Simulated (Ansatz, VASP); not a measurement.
## Ba2GaIr4O12: VASP beside Ansatz

Aim: how closely do two programs agree when they are given the same cell, functional and k mesh? The structure shown is the end of the VASP relaxation below.

Method: plane waves, with VASP 6.6.1 beside it; single point at LDA, in Ansatz 0.2.0.

### Step 1. Set-up

The cell holds 19 atoms: 4 Ir, 1 Ga, 2 Ba and 12 O. Its edges and angles: a = 6.916 Å, b = 6.916 Å, c = 6.916 Å, α = 109.5°, β = 109.5°, γ = 109.5°. It derives from BaIrO3. Nearest the centre at fractional (0.250, 0.250, 0.500): Ga5 at 0.06 Å, O12 at 1.88 Å, O16 at 1.88 Å, O18 at 1.88 Å, O15 at 1.88 Å, Ir3 at 2.96 Å, Ir1 at 2.96 Å, Ir4 at 2.96 Å.

### Step 2. VASP: relaxation, LDA

This run makes the geometry at which the two programs are then compared.

Lines of VASP's logs that name or quote its potential files are left out, and so is its time.

Contents of INCAR:

```
SYSTEM = Ba2GaIr4O12
PREC = Normal
ENCUT = 400
EDIFF = 1E-05
NELM = 120
ISMEAR = 1
SIGMA = 0.15
LREAL = Auto
ALGO = Fast
GGA = CA
NBANDS = 84
LORBIT = 11
LWAVE = .FALSE.
LCHARG = .FALSE.
KPAR = 3
IBRION = 2
NSW = 60
ISIF = 2
EDIFFG = -0.05
POTIM = 0.25
MAXMIX = 40
ISYM = 0
```

Contents of POSCAR:

```
Ba2GaIr4O12
1.0
   -3.9927422025      3.9927422025      3.9927422025
    3.9927422025     -3.9927422025      3.9927422025
    3.9927422025      3.9927422025     -3.9927422025
Ir Ga Ba O
4 1 2 12
Direct
    0.9923568668      0.9930346317      0.9795516753
    0.5134518847      0.5142270664      0.0220273885
    0.5136355439      0.9927738851      0.5010028766
    0.9915581394      0.5137950956      0.5015059723
    0.3132119584      0.3148587631      0.5013657795
    0.0153629782      0.5147124275      0.0012052489
    0.5142560722      0.0145504297      0.0004375588
    0.2921499147      0.2868396656      0.0707708858
    0.7146712414      0.7195889561      0.9268414163
    0.7157784709      0.2867845712      0.4946843993
    0.2939325886      0.7192751370      0.5050560771
    0.2436237741      0.0144757321      0.2707444637
    0.7840321989      0.5141680711      0.2297646613
    0.7868367361      0.0558926871      0.7693951873
    0.2430382979      0.4749753781      0.7320380830
    0.0136337370      0.2473604496      0.2686087699
    0.5065285377      0.7809054055      0.2277745232
    0.4782717032      0.2467937115      0.7337537791
    0.0543304486      0.7821266881      0.7741974169
```

Contents of KPOINTS:

```
Automatic mesh
0
Gamma
3 3 3
0 0 0
```

The projector-augmented-wave data sets are Ir, Ga, Ba_sv and O (LDA family, release 64).

Command:

```sh
$ mpirun -np 3 vasp_std
```

Numbers of over 12 decimals in the logs are rounded to 6 here.

The log of the run:

```text
[banner, memory and clock lines left out]
running    3 mpi-ranks, on    1 nodes
 distrk:  each k-point on    1 cores,    3 groups
 distr:  one band on    1 cores,    1 groups

 POSCAR found type information on POSCAR IrGaBaO
 POSCAR found :  4 types and      19 ions
 LDA part: xc-table for (Slater(with rela. corr.)+CA(PZ))
 , standard interpolation
 POSCAR, INCAR and KPOINTS ok, starting setup
 FFT: planning ... GRIDC
 FFT: planning ... GRID_SOFT
 FFT: planning ... GRID
 WAVECAR not read
 entering main loop
       N       E                     dE             d eps       ncg     rms          rms(c)
DAV:   1     0.107344461975E+04    0.10734E+04   -0.55124E+04  2360   0.122E+03
DAV:   2    -0.270688803470E+02   -0.11005E+04   -0.10326E+04  2484   0.357E+02
DAV:   3    -0.162383805540E+03   -0.13531E+03   -0.13066E+03  3008   0.133E+02
DAV:   4    -0.168924605915E+03   -0.65408E+01   -0.64663E+01  3376   0.290E+01
DAV:   5    -0.169186484420E+03   -0.26188E+00   -0.26152E+00  3568   0.494E+00    0.674E+01
RMM:   6    -0.142603435334E+03    0.26583E+02   -0.11437E+02  2413   0.376E+01    0.545E+01
RMM:   7    -0.140677255797E+03    0.19262E+01   -0.16077E+01  2399   0.194E+01    0.156E+01
RMM:   8    -0.141037357007E+03   -0.36010E+00   -0.87921E+00  2796   0.727E+00    0.130E+01
RMM:   9    -0.140700561921E+03    0.33680E+00   -0.16144E+00  2497   0.426E+00    0.118E+01
RMM:  10    -0.140378502540E+03    0.32206E+00   -0.80283E-01  2573   0.335E+00    0.479E+00
RMM:  11    -0.140300942042E+03    0.77560E-01   -0.30077E-01  2651   0.185E+00    0.276E+00
RMM:  12    -0.140286035244E+03    0.14907E-01   -0.75231E-02  2830   0.949E-01    0.188E+00
RMM:  13    -0.140269862936E+03    0.16172E-01   -0.29797E-02  2912   0.507E-01    0.650E-01
RMM:  14    -0.140269041186E+03    0.82175E-03   -0.16208E-02  2978   0.335E-01    0.574E-01
RMM:  15    -0.140269890200E+03   -0.84901E-03   -0.92484E-03  3011   0.266E-01    0.544E-01
RMM:  16    -0.140268864266E+03    0.10259E-02   -0.28123E-03  2893   0.151E-01    0.218E-01
RMM:  17    -0.140268667765E+03    0.19650E-03   -0.20860E-03  2867   0.118E-01    0.108E-01
RMM:  18    -0.140268726279E+03   -0.58514E-04   -0.93135E-04  3031   0.707E-02    0.492E-02
RMM:  19    -0.140268758865E+03   -0.32586E-04   -0.47720E-04  2656   0.364E-02    0.235E-02
RMM:  20    -0.140268781463E+03   -0.22598E-04   -0.25733E-04  2145   0.256E-02    0.116E-02
RMM:  21    -0.140268798643E+03   -0.17179E-04   -0.18230E-04  1953   0.184E-02    0.462E-03
RMM:  22    -0.140268807723E+03   -0.90808E-05   -0.98643E-05  1899   0.145E-02
   1 F= -.14026881E+03 E0= -.14026872E+03  d E =-.140269E+03
[... from here on, the cycles between the ionic steps are left out ...]
   2 F= -.14027141E+03 E0= -.14027136E+03  d E =-.260035E-02
   3 F= -.14027369E+03 E0= -.14027370E+03  d E =-.487852E-02
  49 F= -.14054816E+03 E0= -.14054624E+03  d E =-.110371E-01
  50 F= -.14055333E+03 E0= -.14055146E+03  d E =-.517200E-02
  51 F= -.14055652E+03 E0= -.14055470E+03  d E =-.835712E-02
  52 F= -.14056156E+03 E0= -.14055964E+03  d E =-.504367E-02
  53 F= -.14056260E+03 E0= -.14056062E+03  d E =-.608166E-02
  54 F= -.14056546E+03 E0= -.14056344E+03  d E =-.286222E-02
  55 F= -.14056561E+03 E0= -.14056359E+03  d E =-.301356E-02
  56 F= -.14056705E+03 E0= -.14056513E+03  d E =-.143583E-02
  57 F= -.14056718E+03 E0= -.14056529E+03  d E =-.156744E-02
 curvature:  -2.93 expect dE=-0.205E-02 dE for cont linesearch -0.145E-07
 trial: gam= 0.49399 g(F)=  0.698E-03 g(S)=  0.000E+00 ort = 0.438E-05 (trialstep = 0.172E+01)
 search vector abs. value=  0.165E-02
 bond charge predicted
       N       E                     dE             d eps       ncg     rms          rms(c)
DAV:   1    -0.140566852409E+03    0.32081E-03   -0.57635E-01  2368   0.291E+00    0.144E-01
RMM:   2    -0.140567793336E+03   -0.94093E-03   -0.10438E-02  2352   0.437E-01    0.138E-01
RMM:   3    -0.140567964145E+03   -0.17081E-03   -0.16482E-03  2653   0.177E-01    0.120E-01
RMM:   4    -0.140567980665E+03   -0.16520E-04   -0.28734E-04  2759   0.667E-02    0.104E-01
RMM:   5    -0.140567987492E+03   -0.68266E-05   -0.68890E-05  2186   0.305E-02
  58 F= -.14056799E+03 E0= -.14056605E+03  d E =-.808576E-03
 trial-energy change:   -0.000809  1 .order   -0.000729   -0.001206   -0.000252
 step:   2.0119(harm=  2.1795)  dis= 0.00457  next Energy=  -140.568009 (dE=-0.830E-03)
 reached required accuracy - stopping structural energy minimisation
```

From OUTCAR (step 2):

```text
ion  position               nearest neighbor table
   1  0.992  0.993  0.980-  19 1.94  14 1.94   9 2.01   8 2.07  12 2.10  16 2.10   5 2.99   7 3.41
                             6 3.41   6 3.51   7 3.51
   2  0.513  0.514  0.022-  13 1.94  17 1.94   8 2.01   9 2.07  18 2.09  15 2.10   5 2.98   6 3.40
                             7 3.41   7 3.51   6 3.52
   3  0.514  0.993  0.501-  17 1.94  14 1.94  11 2.01  10 2.07  18 2.10  12 2.10   5 2.99   7 3.41
                             6 3.41   6 3.52   7 3.52
   4  0.992  0.514  0.502-  19 1.94  13 1.95  10 2.00  11 2.09  16 2.09  15 2.09   5 2.98   6 3.40
                             7 3.41   7 3.51   6 3.52
   5  0.313  0.315  0.501-  15 1.92  12 1.92  16 1.93  18 1.94   2 2.98   4 2.98   1 2.99   3 2.99

 Found     14 irreducible k-points:

   k-points           NKPTS =     14   k-points in BZ     NKDIM =     14   number of bands    NBANDS=     84

   dimension x,y,z NGX =    36 NGY =   36 NGZ =   36
   dimension x,y,z NGXF=    72 NGYF=   72 NGZF=   72

   ENCUT  =  400.0 eV  29.40 Ry    5.42 a.u.  11.28 11.28 11.28*2*pi/ulx,y,z

   NELECT =     131.0000    total number of electrons

 k-points in reciprocal lattice and weights: Automatic mesh
   0.00000000  0.00000000  0.00000000       0.037
   0.33333333  0.00000000  0.00000000       0.074
   0.00000000  0.33333333  0.00000000       0.074
   0.00000000  0.00000000  0.33333333       0.074
   0.33333333  0.00000000 -0.33333333       0.074
   0.33333333 -0.33333333  0.00000000       0.074
   0.00000000  0.33333333 -0.33333333       0.074
   0.33333333  0.33333333  0.00000000       0.074
   0.00000000  0.33333333  0.33333333       0.074
[...]
0.33333333 -0.33333333  0.33333333       0.074
   0.33333333  0.33333333 -0.33333333       0.074

 average (electrostatic) potential at core
       1 -56.2120       2 -56.2204       3 -56.2143       4 -56.2126       5 -16.4191
       6 -33.1868       7 -33.1974       8 -72.9674       9 -72.9787      10 -72.9683
      11 -72.9747      12 -72.9962      13 -73.2842      14 -73.2799      15 -72.9892
      16 -72.9980      17 -73.2786      18 -72.9997      19 -73.2823

 E-fermi :   3.6658

 k-point     1 :       0.0000    0.0000    0.0000
  band No.  band energies     occupation
    ...
     62       3.2491      2.00061
     63       3.4044      2.03346
     64       3.4179      2.04130
     65       3.4216      2.04354
     66       3.5166      2.04921
     67       3.9694     -0.01480
     68       4.1133     -0.00020
     69       4.2911     -0.00000
     70       4.3533     -0.00000
     71       4.5129     -0.00000
    ...

 k-point     2 :       0.3333    0.0000    0.0000
  band No.  band energies     occupation
    ...
     63       3.3520      2.01173
     64       3.3610      2.01438
     65       3.5607      1.92014
     66       3.5893      1.75147
     67       3.6767      0.87794
     68       4.0206     -0.00415
     69       4.4238     -0.00000
     70       4.7576     -0.00000
     71       5.4976     -0.00000
     72       5.7933     -0.00000
    ...

 k-point     3 :       0.0000    0.3333    0.0000
  band No.  band energies     occupation
    ...
     63       3.3530      2.01202
     64       3.3594      2.01389
     65       3.5580      1.93274
     66       3.5878      1.76212
     67       3.6781      0.86255
     68       4.0189     -0.00434
     69       4.4276     -0.00000
     70       4.7613     -0.00000
     71       5.4974     -0.00000
     72       5.7925     -0.00000
    ...

  Total       -7.6984534     -7.6222247    -27.6712454     -0.0214677     -0.0025488     -0.0102500
  in kB      -48.4440302    -47.9643463   -174.1267465     -0.1350898     -0.0160391     -0.0645004
  external PRESSURE =     -90.1783743 kB  Pullay stress =       0.0000000 kB

  energy-cutoff  :      400.00
  volume of cell :      254.61
      direct lattice vectors                 reciprocal lattice vectors
    -3.992742203  3.992742203  3.992742203     0.000000000  0.125227218  0.125227218
     3.992742203 -3.992742203  3.992742203     0.125227218  0.000000000  0.125227218
     3.992742203  3.992742203 -3.992742203     0.125227218  0.125227218  0.000000000

 POSITION                                       TOTAL-FORCE (eV/Angst)
 -----------------------------------------------------------------------------------
      3.90222      3.89750     -3.89086        -0.031345      0.011695      0.025197
      0.09801      0.09509      4.09669         0.009640     -0.000596      0.016016
     -0.09054      4.08789      0.10351        -0.011476      0.028678      0.012251
      4.09121     -0.09406      0.10587         0.000424     -0.017117      0.004261
      1.99963      1.99640      0.05936         0.032925      0.007185      0.007443
      1.99871     -1.99412      2.10536        -0.001357     -0.016095     -0.000354
     -1.98847      1.99752      2.10506        -0.017926     -0.002483     -0.020742
      0.01892      0.02150      2.09807        -0.006187      0.003221     -0.031100
      3.98034      3.96942      2.09646         0.003453      0.004125     -0.000559
      0.02597      3.96870      2.09674        -0.015370     -0.005804      0.004340
      3.97049      0.03524      2.09685         0.017854     -0.022444     -0.020278
      0.12026      1.99747      0.04994         0.009215     -0.003506      0.041411
     -0.28608      1.99624      4.10955        -0.003261      0.024826     -0.004075
      0.29487      5.98946      0.11348         0.010452     -0.007029      0.006077
      3.87998      1.99737      0.06124        -0.029966     -0.003403      0.012787
      1.99930      0.11908      0.08157         0.007090     -0.007994     -0.017390
      1.99974     -0.28717      4.10627         0.011745     -0.016024     -0.004879
      1.99997      3.87446      0.07715        -0.004583      0.000095     -0.004812
      5.99249      0.28728      0.11637         0.018673      0.022669     -0.025597
 -----------------------------------------------------------------------------------
    total drift:                                0.009353     -0.001653      0.015384

  FREE ENERGIE OF THE ION-ELECTRON SYSTEM (eV)
  ---------------------------------------------------
  free  energy   TOTEN  =      -140.5679874918 eV

  energy  without entropy=     -140.5621692914  energy(sigma->0) =     -140.56604809

 reached required accuracy - stopping structural energy minimisation

 total charge
# of ion       s       p       d       tot
------------------------------------------
    1        0.586   0.776   6.818   8.180
    2        0.586   0.778   6.820   8.184
    3        0.586   0.777   6.819   8.182
    4        0.586   0.776   6.819   8.180
    5        1.009   1.289   0.486   2.784
    6        2.003   5.635   0.360   7.998
    7        2.003   5.634   0.360   7.998
    8        1.568   3.398   0.000   4.966
    9        1.568   3.399   0.000   4.967
   10        1.568   3.398   0.000   4.966
   11        1.568   3.399   0.000   4.967
   12        1.572   3.449   0.000   5.021
   13        1.577   3.444   0.000   5.020
   14        1.577   3.444   0.000   5.021
   15        1.572   3.449   0.000   5.021
   16        1.572   3.449   0.000   5.021
   17        1.576   3.444   0.000   5.021
   18        1.572   3.449   0.000   5.021
   19        1.576   3.444   0.000   5.021
--------------------------------------------------
tot         26.224  56.830  28.483 111.537

[... 3 further parts left out ...]
```

This run has no spin polarisation, although Ir can carry a moment. Its electron count is odd, so without a moment it is a metal by construction. Harder data sets than Ba_sv exist (the GW ones), and pressures, volumes and forces can shift noticeably with them. The data set Ga keeps the semicore shell frozen, which is cheaper and a little less accurate.

(Continued in part 2 of 2.)

[Lines on the potential files, build, host, timing and source positions are cut from VASP's logs without a mark.]

[Logs are printed without paths, hosts, clocks, repeated set-up lines and the standing remarks that a program may print on its own settings, such as how far it seeks lower states.]

[Hosts, paths, dates, database ids (printed as entryN), source tags and the programs' standing remarks are cut or masked in the printed files.]
